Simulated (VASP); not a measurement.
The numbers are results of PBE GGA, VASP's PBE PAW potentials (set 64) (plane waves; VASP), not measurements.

The input files of a VASP run:

INCAR:
```
ISIF  =  2
SYSTEM  =  SrO
LCHARG  =  .False.
NELM  =  100   # most electronic steps
ISMEAR  =  -1   # Fermi-Dirac
LWAVE  =  .False.
LREAL  =  .False.   # projection in real space or not
LMAXMIX  =  4   # l cut-off of mixed one-centre charges
EDIFF  =  1E-6
GGA  =  PE   # PBE
ALGO  =  Normal
SIGMA  =  0.05   # width (eV)
ENCUT  =  400   # plane-wave cut-off (eV)
PREC  =  Accurate
LASPH  =  .True.   # aspherical one-centre terms
```

**POSCAR**
```
SrO
1.0
  0.0000000000   2.5145420000   2.5145420000
  2.5145420000   0.0000000000   2.5145420000
  2.5145420000   2.5145420000   0.0000000000
Sr O
1 1
Cartesian
  2.5145420000   2.5145420000   2.5145420000
  0.0000000000   0.0000000000   0.0000000000
```

**KPOINTS**
```
Regular mesh
0
Gamma
6 6 6
```

POTCAR, in this order: Sr_sv O (PBE.64 set). Program: vasp_std.

The run wrote:

**OUTCAR**
```
 ion  position               nearest neighbor table
   1  0.500  0.500  0.500-   2 2.51   2 2.51   2 2.51   2 2.51   2 2.51   2 2.51
   2  0.000  0.000  0.000-   1 2.51   1 2.51   1 2.51   1 2.51   1 2.51   1 2.51
  LATTYP: Found a face centered cubic cell.
 ALAT       =     5.0290840000
 Subroutine PRICEL returns:
 Original cell was already a primitive cell.
 Subroutine GETGRP returns: Found 48 space group operations
The static configuration has the point symmetry O_h .
The dynamic configuration has the point symmetry O_h .
 Subroutine INISYM returns: Found 48 space group operations
 Subroutine IBZKPT returns following result:
 Found     16 irreducible k-points:

 Following reciprocal coordinates:
            Coordinates               Weight
  0.000000  0.000000  0.000000      1.000000
  0.166667  0.000000  0.000000      8.000000
  0.333333  0.000000  0.000000      8.000000
  0.500000  0.000000  0.000000      4.000000
  0.166667  0.166667  0.000000      6.000000
  0.333333  0.166667  0.000000     24.000000
  0.500000  0.166667  0.000000     24.000000
 -0.333333  0.166667  0.000000     24.000000
 -0.166667  0.166667  0.000000     12.000000
  0.333333  0.333333  0.000000      6.000000
  0.500000  0.333333  0.000000     24.000000
 -0.333333  0.333333  0.000000     12.000000
  0.500000  0.500000  0.000000      3.000000
  0.500000  0.333333  0.166667     24.000000
 -0.333333  0.333333  0.166667     24.000000
 -0.333333  0.500000  0.166667     12.000000
   k-points           NKPTS =     16   k-points in BZ     NKDIM =     16   number of bands    NBANDS=     12
   number of dos      NEDOS =    301   number of ions     NIONS =      2
   total plane-waves  NPLWV =  13824
   dimension x,y,z NGX =    24 NGY =   24 NGZ =   24
   dimension x,y,z NGXF=    48 NGYF=   48 NGZF=   48
   ions per type =               1   1
   PREC   = accura    normal or accurate (medium, high low for compatibility)
   ISTART =      0    job   : 0-new  1-cont  2-samecut
   ICHARG =      2    charge: 1-file 2-atom 10-const
   ISPIN  =      1    spin polarized calculation?
   LNONCOLLINEAR =      F non collinear calculations
   LSORBIT =      F    spin-orbit coupling
   INIWAV =      1    electr: 0-lowe 1-rand  2-diag
   ENCUT  =  400.0 eV  29.40 Ry    5.42 a.u.   5.80  5.80  5.80*2*pi/ulx,y,z
   NELM   =    100;   NELMIN=  2; NELMDL= -5     # of ELM steps
   EDIFF  = 0.1E-05   stopping-criterion for ELM
   LREAL  =      F    real-space projection
   NLSPLINE    = F    spline interpolate recip. space projectors
   LMAXMIX     =    4 max onsite mixed and CHGCAR
   VOSKOWN=      0    Vosko Wilk Nusair interpolation
   EDIFFG = 0.1E-04   stopping-criterion for IOM
   NSW    =      0    number of steps for IOM
   NBLOCK =      1;   KBLOCK =      1    inner block; outer block
   IBRION =     -1    ionic relax: 0-MD 1-quasi-New 2-CG
   NFREE  =      0    steps in history (QN), initial steepest desc. (CG)
   ISIF   =      2    stress and relaxation
   ISYM   =      2    0-nonsym 1-usesym 2-fastsym
   TEIN   =    0.0    initial temperature
   TEBEG  =    0.0;   TEEND  =   0.0 temperature during run
   SMASS  =  -3.00    Nose mass-parameter (am)
   PSTRESS=    0.0 pullay stress
   NELECT =      16.0000    total number of electrons
   EFERMI =   0.00;   METHOD = LEGACY
   ISMEAR =    -1;   SIGMA  =   0.05  broadening in eV -4-tet -1-fermi 0-gaus
   IALGO  =     38    algorithm
   LDIAG  =      T    sub-space diagonalisation (order eigenvalues)
   IMIX   =      4    mixing-type and parameters
     AMIX     =   0.40;   BMIX     =  1.00
     AMIX_MAG =   1.60;   BMIX_MAG =  1.00
     AMIN     =   0.10
   GGA     = PE    functional components
   VOSKOWN =     0    Vosko Wilk Nusair interpolation
   LHFCALC =     F    Hartree Fock is set to
...
```

File OSZICAR:
```
       N       E                     dE             d eps       ncg     rms          rms(c)
DAV:   1     0.553323829491E+02    0.55332E+02   -0.70402E+03   392   0.103E+03
DAV:   2    -0.118240920519E+02   -0.67156E+02   -0.62656E+02   528   0.217E+02
DAV:   3    -0.141251577898E+02   -0.23011E+01   -0.22920E+01   568   0.376E+01
DAV:   4    -0.141517155089E+02   -0.26558E-01   -0.26556E-01   500   0.322E+00
DAV:   5    -0.141519111118E+02   -0.19560E-03   -0.19560E-03   520   0.249E-01    0.194E+01
DAV:   6    -0.120555212684E+02    0.20964E+01   -0.97346E+00   428   0.242E+01    0.227E+01
DAV:   7    -0.119708083189E+02    0.84713E-01   -0.46975E-01   484   0.610E+00    0.132E+01
DAV:   8    -0.119605024345E+02    0.10306E-01   -0.12210E-01   404   0.379E+00    0.922E-01
DAV:   9    -0.119612017240E+02   -0.69929E-03   -0.12872E-02   512   0.934E-01    0.193E-01
DAV:  10    -0.119617843356E+02   -0.58261E-03   -0.10301E-03   392   0.324E-01    0.633E-02
DAV:  11    -0.119618795487E+02   -0.95213E-04   -0.14771E-04   432   0.106E-01    0.443E-02
DAV:  12    -0.119618898709E+02   -0.10322E-04   -0.20894E-05   468   0.436E-02    0.187E-02
DAV:  13    -0.119618898002E+02    0.70723E-07   -0.32709E-06   468   0.186E-02
   1 F= -.11961890E+02 E0= -.11961890E+02  d E =-.332779E-10
```

OUTCAR:
```
------------------------ aborting loop because EDIFF is reached ----------------------------------------
  FORCE on cell =-STRESS in cart. coord.  units (eV):
  Direction    XX          YY          ZZ          XY          YZ          ZX
  --------------------------------------------------------------------------------------
  Total        1.5762893      1.5762893      1.5762893      0.0000000      0.0000000      0.0000000
  in kB       79.4218171     79.4218171     79.4218171      0.0000000      0.0000000      0.0000000
  external PRESSURE =      79.4218171 kB  Pullay stress =       0.0000000 kB
  volume of cell :       31.80
      direct lattice vectors                 reciprocal lattice vectors
     0.000000000  2.514542000  2.514542000    -0.198843368  0.198843368  0.198843368
     2.514542000  0.000000000  2.514542000     0.198843368 -0.198843368  0.198843368
     2.514542000  2.514542000  0.000000000     0.198843368  0.198843368 -0.198843368
  FREE ENERGIE OF THE ION-ELECTRON SYSTEM (eV)
  ---------------------------------------------------
  free  energy   TOTEN  =       -11.9618898002 eV

  energy  without entropy=      -11.9618898001  energy(sigma->0) =      -11.96188980
```
(Selected blocks of OUTCAR.)

At this cut-off the stress carries a Pulay error, which pulls relaxed volumes low.

The structure comes from a computed database's SrO entry; how it stands against other phases isn't given here. The cell was not relaxed at this level, and its volume differs by -8.7 % from the start's.
